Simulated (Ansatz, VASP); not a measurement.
# SiO2 (Cristobalite) in two plane-wave programs, part 3 of 3

One calculation is typed for both programs; each brings its own data sets. How far apart do they land? The cell is taken from a series of runs on this material, whose earlier steps may have relaxed, scaled, displaced or heated it; both programs get it as it stands.

VASP 6.6.1 and Ansatz 0.2.0.

So far: The starting structure; VASP: zone-centre phonons, LDA.

## (3) Ansatz: zone-centre phonons, LDA

Level of this step: Ansatz beside VASP: Kohn-Sham DFT, plane waves, LDA (Ansatz).

Ansatz runs on its PAW soft_1 files.

The same cell, functional (in two slightly different forms) and mesh now go to Ansatz, which takes its cutoff from its data sets.

Contents of input.yaml:

```yaml
crystal:
  lattice:
    - [4.8248482443, 0.0, 0.0]
    - [0.0, 4.8248482443, 0.0]
    - [0.0, 0.0, 6.6333287788]
  atoms:
    - { symbol: O, position: [0.231713625, 0.1384973533, 0.1954431834] }
    - { symbol: O, position: [0.3615026467, 0.731713625, 0.4454431834] }
    - { symbol: O, position: [0.768286375, 0.8615026467, 0.6954431834] }
    - { symbol: O, position: [0.6384973533, 0.268286375, 0.9454431834] }
    - { symbol: O, position: [0.731713625, 0.3615026467, 0.5545568166] }
    - { symbol: O, position: [0.8615026467, 0.768286375, 0.3045568166] }
    - { symbol: O, position: [0.268286375, 0.6384973533, 0.0545568166] }
    - { symbol: O, position: [0.1384973533, 0.231713625, 0.8045568166] }
    - { symbol: Si, position: [0.3173124276, 0.3173124276, 0.0] }
    - { symbol: Si, position: [0.1826875724, 0.8173124276, 0.25] }
    - { symbol: Si, position: [0.6826875724, 0.6826875724, 0.5] }
    - { symbol: Si, position: [0.8173124276, 0.1826875724, 0.75] }
kpoints:
  mp_grid: { grid: [4, 4, 4] }
hamiltonian:
  xc: lda
  pseudopotentials: { kind: paw, azcp: { folder: soft_1 }, xc_functional: pbe }
scf:
  occupations: { method: fixed }
output:
  eigenvalues: true
phonons:
  method: dfpt
  dielectric: true
  rigid_motions: translations
```

Started as:

```bash
ansatz run input.yaml --threads 8 --pin off --max-ram 20480MiB --backend cpu --events-out ev --progress --plain --runs-dir out
```

Numbers of over 12 decimals in the logs are rounded to 6 here.

The program printed:

```text
Engine: ansatz 0.2.0, aarch64-unknown-linux-gnu
Pseudopotentials: kind: paw
Pseudopotential: O, paw, valence charge 6, recommended cutoff 420 eV (normal), soft_1/O.paw.azcp
Pseudopotential: Si, paw, valence charge 4, recommended cutoff 420 eV (normal), soft_1/Si.paw.azcp
Functional definition: SPW92
  exchange = slater_x
  correlation = pw_c
Crystal: 12 atoms, lattice volume = 154.418 Å³
Basis set: ecut = 420 eV, 2979 PW (Γ), exchange–correlation on 72×72×96 points (8 copies of the dense FFT grid, shifted against one another)
Bands: 44, of which v1, the nominal top of the filled ones, is band 32 counted from 1 (31 counted from 0)
Symmetry: 8 space group operations
k-points: 36 of 64 (irreducible under 1 space group operation, time reversal used)
Non-local potential: O, projectors of the file, l = 0: 2, l = 1: 2, l = 2: 1
Non-local potential: Si, projectors of the file, l = 0: 2, l = 1: 2, l = 2: 1
PAW form: soft (Blöchl's): semilocal exchange-correlation on the pseudo side does not see the compensation charge
PAW frozen core: O, regenerated for the run's functional, and the local potential with it (the file was generated under x = pbe(κ = 0.804, μ = 0.219515), c = pbe(β = 0.066725))
PAW frozen core: Si, regenerated for the run's functional, and the local potential with it (the file was generated under x = pbe(κ = 0.804, μ = 0.219515), c = pbe(β = 0.066725))
PAW one-centre angular grid: O, 110 points (default); XC on 64 Gauss nodes
PAW one-centre angular grid: Si, 110 points (default); XC on 64 Gauss nodes
Initial density: superposition of atomic densities (chi_scale 0.1, normalization cell, long waves kept (reshape's long-wave potential 0.00 eV rms))
Initial wavefunctions: pseudopotential atomic-orbital guess
Functional: x = slater, c = lda
SCF iter   1: F=—  HF=-6897.068427 eV  |F-HF|=—  |Δ(HF+E_count)|=         —  Δρ=1.24e-1  dr2=2.11e1  ethr=3.10e-3  ⟨swp⟩=4.7  Hψ=6413  notcnv=0  defer=334
preconditioner: auto → Resta (q_TF=auto, 2.356 Å⁻¹)  ε∞=2.8  [insulator: Δε(μ)=7.193 eV  Ē_g=17.975 eV  n_scr=36 (ndim 8)  ℏωp=23.9 eV  f_vac=0.037  ε∞_Penn≈2.8]
SCF iter   2: F=—  HF=-6891.093610 eV  |F-HF|=—  |Δ(HF+E_count)|=    5.97e0  Δρ=4.25e-2  dr2=1.17e0  ethr=3.10e-3  ⟨swp⟩=3.9  Hψ=4100  notcnv=0  defer=331
SCF iter   3: F=—  HF=-6890.827031 eV  |F-HF|=—  |Δ(HF+E_count)|=   2.67e-1  Δρ=2.03e-2  dr2=3.59e-1  ethr=1.83e-3  ⟨swp⟩=2.0  Hψ=1463  notcnv=0  defer=350
SCF iter   4: F=—  HF=-6890.744357 eV  |F-HF|=—  |Δ(HF+E_count)|=   8.27e-2  Δρ=1.43e-3  dr2=2.27e-3  ethr=5.61e-4  ⟨swp⟩=3.1  Hψ=2584  notcnv=0  defer=351
SCF iter   5: F=—  HF=-6890.745818 eV  |F-HF|=—  |Δ(HF+E_count)|=   1.46e-3  Δρ=2.14e-4  dr2=9.78e-5  ethr=3.54e-6  ⟨swp⟩=2.1  Hψ=2558  notcnv=0  defer=355
SCF iter   6: F=—  HF=-6890.745833 eV  |F-HF|=—  |Δ(HF+E_count)|=   1.54e-5  Δρ=4.52e-5  dr2=4.02e-6  ethr=1.53e-7  ⟨swp⟩=2.6  Hψ=2719  notcnv=0  defer=351
SCF iter   7: F=—  HF=-6890.745835 eV  |F-HF|=—  |Δ(HF+E_count)|=   2.15e-6  Δρ=8.09e-6  dr2=1.12e-7  ethr=6.28e-9  ⟨swp⟩=2.6  Hψ=2677  notcnv=0  defer=340
SCF iter   8: F=—  HF=-6890.745835 eV  |F-HF|=—  |Δ(HF+E_count)|=   6.41e-8  Δρ=1.61e-6  dr2=3.53e-9  ethr=1.74e-10  ⟨swp⟩=2.2  Hψ=2257  notcnv=0  defer=341
SCF iter   9: F=-6890.745835 eV  HF=-6890.745835 eV  |F-HF|=3.82e-11  |Δ(HF+E_count)|=   2.58e-9  Δρ=1.89e-7  dr2=3.35e-11  ethr=1.00e-12  ⟨swp⟩=17.0  Hψ=13627  notcnv=0
SCF 1 converged in 9 iterations: F = -6890.745835 eV  dr2 = 3.35e-11
  greatest PAW one-centre occupation: 0.857 electrons in one spin orbital (limit 2), on the O atom at site 1 (counted from 0), in its partial waves of l = 0
DFPT response loops at Γ: preconditioner auto → none (the input reference at scf.mixing.eps_inf says where Resta's filter doesn't serve); β = 0.50; Broyden in place of MSR1
── the response to a field inside a basis, on 4×4×4 k-points: an SCF that follows is theirs, and a resumed run solves both again ──
Bands: 33, of which v1, the nominal top of the filled ones, is band 32 counted from 1 (31 counted from 0)
k-points: 6 of 64 (time reversal used)
Initial density: handed on by an earlier stage of this run
Initial wavefunctions: pseudopotential atomic-orbital guess (no wavefunctions were taken with the density)
Eigensolver: Dense (6 Hₖ)
SCF iter   1: F=—  HF=-6890.576556 eV  |F-HF|=—  |Δ(HF+E_count)|=         —  Δρ=4.52e-4  dr2=8.76e-5  ethr=1.00e-1
preconditioner: auto → Resta (q_TF=auto, 2.356 Å⁻¹)  ε∞=3.8  [insulator: Δε(μ)=6.258 eV  Ē_g=14.284 eV  n_scr=36 (ndim 8)  ℏωp=23.9 eV  f_vac=0.137  ε∞_Penn≈3.8]
SCF iter   2: F=—  HF=-6890.576557 eV  |F-HF|=—  |Δ(HF+E_count)|=   1.24e-6  Δρ=2.07e-4  dr2=2.27e-5  ethr=1.37e-7
SCF iter   3: F=—  HF=-6890.576561 eV  |F-HF|=—  |Δ(HF+E_count)|=   3.29e-6  Δρ=6.96e-5  dr2=2.65e-6  ethr=3.55e-8
SCF iter   4: F=-6890.576561 eV  HF=-6890.576561 eV  |F-HF|=2.02e-8  |Δ(HF+E_count)|=   2.68e-8  Δρ=7.24e-6  dr2=8.88e-8  ethr=4.14e-9
[...]
k-point 2: bands = [... 28 lower, 1.2976, 1.2976, 1.5874, 1.5874, 9.0557, 9.0557, 11.0372, 11.0372, ... 8 higher]
  k-point 35: bands = [... 28 lower, 1.4518, 1.4518, 1.4518, 1.4518, 11.0808, 11.0808, 11.0808, 11.0808, ... 8 higher]
--- Phonons (Γ-DFPT): 5 representative perturbations + reference, on 36 of 64 k-points (Σ response iterations 19) ---
  k mesh reduced under 1 symmetry operation, with k and −k counted as one. Each operation leaves every solved perturbation unchanged. A smaller set is not considered because the run solves the response to a homogeneous field
  ASR residual: 3.431e-5 → 0.000e0 eV/Å²; symmetrization residual: 3.232e-6 eV/Å²
  ASR residual per site (eV/Å²): 3.43e-5 3.43e-5 3.43e-5 3.43e-5 3.43e-5 3.43e-5 3.43e-5 3.43e-5 1.12e-5 1.12e-5 1.12e-5 1.12e-5
  Γ frequencies (cm⁻¹): 0.00 0.00 0.00 65.22 132.96 170.49 170.49 244.30 260.87 260.87 269.62 277.25 345.57 372.76 381.64 381.64 446.66 456.88 467.00 467.00 490.76 626.68 626.68 793.36 794.91 798.41 811.82 811.82 1063.13 1066.60 1066.60 1067.31 1076.42 1097.30 1169.95 1169.95
  ε∞ (high-frequency dielectric tensor):
        2.448927     0.000000     0.000000
        0.000000     2.448927     0.000000
        0.000000     0.000000     2.423229
  ε⁰ (static dielectric tensor: ions relaxed, cell fixed):
        4.479326    -0.000000    -0.000000
       -0.000000     4.479326     0.000000
       -0.000000     0.000000     4.115756
  ε⁰ − ε∞ (ionic part):
        2.030399    -0.000000    -0.000000
       -0.000000     2.030399     0.000000
       -0.000000     0.000000     1.692527
  softest optical mode at Γ: 65.22 cm⁻¹; the repairs (sum rule, projections) moved no ω² at Γ by more than (1.67 cm⁻¹)²
  Born effective charges Z* (e; rows j = field, columns β = displacement):
    site 0:
        -1.07297   -0.20061    0.09582
        -0.26325   -2.25568    0.70638
         0.24949    0.70359   -1.61721
    site 1:
        -2.25568    0.26325   -0.70638
         0.20061   -1.07297    0.09582
        -0.70359    0.24949   -1.61721
    site 2:
        -1.07297   -0.20061   -0.09582
        -0.26325   -2.25568   -0.70638
        -0.24949   -0.70359   -1.61721
    site 3:
        -2.25568    0.26325    0.70638
         0.20061   -1.07297   -0.09582
         0.70359   -0.24949   -1.61721
    site 4:
        -1.07297    0.20061   -0.09582
         0.26325   -2.25568    0.70638
        -0.24949    0.70359   -1.61721
    site 5:
[...]
site 6:
[...]
site 7:
[...]
site 8:
[...]
site 9:
[...]
site 10:
[...]
site 11:
[...]
Z* charge neutrality: 5.051e-3 e pre-enforcement
  solved inside a basis spanned on kpoints, on 4×4×4 k-points, its susceptibility summed on 8×8×6: ε∞ is read to err by 8.8e-3, Z* by 1.2e-2 e (field_mesh: kpoints solves on kpoints); Z* is corrected for what the basis lacks
  optical modes at Γ without the LO–TO term, one row a degenerate level:
      ω (cm⁻¹)  modes    IR ((D/Å)²/amu)
[...]
optical modes at Γ + LO–TO along q̂ = [1.0000, 0.0000, 0.0000]:
      ω (cm⁻¹)  modes    IR ((D/Å)²/amu)
[...]
optical modes at Γ + LO–TO along q̂ = [0.0000, 1.0000, 0.0000]:
      ω (cm⁻¹)  modes    IR ((D/Å)²/amu)
[...]
optical modes at Γ + LO–TO along q̂ = [0.0000, 0.0000, 1.0000]:
      ω (cm⁻¹)  modes    IR ((D/Å)²/amu)
[...]
811.82      2             0.1176
        828.57      1             6.2051
       1063.13      1             0.0000
       1066.60      2           109.6734
       1067.31      1             0.0000
       1097.30      1             0.0000
       1169.95      2             4.7733
       1215.45      1            61.5465
```

## (4) Differences

Known differences besides the potentials themselves: fixed occupations in Ansatz, narrow Gaussian smearing in VASP; VASP's response is taken on the typed mesh, Ansatz refines its own for the field response alone; the cutoff is 420 eV in Ansatz and 600 eV in VASP; VASP's log shows a relativistic correction to its local exchange, Ansatz's none. Total energies have different zeros and are not compared.

Compared:

| quantity | Ansatz | VASP | difference |
| --- | --- | --- | --- |
| ε∞ xx | 2.45 | 2.44 | +0.49 % |
| ε∞ yy | 2.45 | 2.44 | +0.49 % |
| ε∞ zz | 2.42 | 2.41 | +0.46 % |
| Born charge of O1 (mean of the diagonal) (e) | -1.65 | -1.64 | -0.01 |
| Born charge of Si9 (mean of the diagonal) (e) | 3.30 | 3.27 | +0.03 |
| optical mode 1 (cm⁻¹) | 65.2 | 67.5 | -3.41 % |
| optical mode 2 (cm⁻¹) | 133.0 | 131.7 | +0.99 % |
| optical mode 3 to 4 (cm⁻¹) | 170.5 | 169.6 | +0.52 % |
| optical mode 5 (cm⁻¹) | 244.3 | 244.2 | +0.06 % |
| optical mode 6 to 7 (cm⁻¹) | 260.9 | 264.1 | -1.22 % |
| optical mode 8 (cm⁻¹) | 269.6 | 272.9 | -1.21 % |
| optical mode 9 (cm⁻¹) | 277.2 | 280.1 | -1.03 % |
| optical mode 10 (cm⁻¹) | 345.6 | 347.7 | -0.63 % |
| optical mode 11 (cm⁻¹) | 372.8 | 372.7 | +0.03 % |
| optical mode 12 to 13 (cm⁻¹) | 381.6 | 383.6 | -0.52 % |
| optical mode 14 (cm⁻¹) | 446.7 | 448.3 | -0.36 % |
| optical mode 15 (cm⁻¹) | 456.9 | 455.2 | +0.37 % |
| optical mode 16 to 17 (cm⁻¹) | 467.0 | 468.0 | -0.21 % |
| optical mode 18 (cm⁻¹) | 490.8 | 492.5 | -0.36 % |
| optical mode 19 to 20 (cm⁻¹) | 626.7 | 629.0 | -0.37 % |
| optical mode 21 (cm⁻¹) | 793.4 | 795.3 | -0.24 % |
| optical mode 22 (cm⁻¹) | 794.9 | 796.3 | -0.18 % |
| optical mode 23 (cm⁻¹) | 798.4 | 798.4 | +0.00 % |
| optical mode 24 to 25 (cm⁻¹) | 811.8 | 812.9 | -0.14 % |
| optical mode 26 (cm⁻¹) | 1063.1 | 1071.4 | -0.77 % |
| optical mode 27 to 28 (cm⁻¹) | 1066.6 | 1075.0 | -0.78 % |

Modes are paired by rising frequency, not by their patterns, so a pair may set unlike modes beside each other; they are those without the splitting of longitudinal modes.

## (5) What came out

```json
{
  "r.m.s. difference of the optical zone-centre modes, each program's sorted by frequency (zone-centre phonons, LDA)": "3.9 cm⁻¹",
  "difference in optical mode 1 (zone-centre phonons, LDA)": "-3.4 %"
}
```

What this shows: The r.m.s. difference of the optical zone-centre modes, each program's sorted by frequency is 3.9 cm⁻¹ (zone-centre phonons, LDA). Among the rows given in per cent, the largest difference of the zone-centre phonons, LDA pair is in optical mode 1, -3.4 %. Such differences can come from data sets, numerical settings and the points named under the comparisons, not from the functional's error against experiment.

[Lines on the potential files, build, host, timing and source positions are cut from VASP's logs without a mark.]

[Logs are printed without paths, hosts, clocks, repeated set-up lines and the standing remarks that a program may print on its own settings, such as how far it seeks lower states.]

[Hosts, paths, dates, database ids (printed as entryN), source tags and the programs' standing remarks are cut or masked in the printed files.]
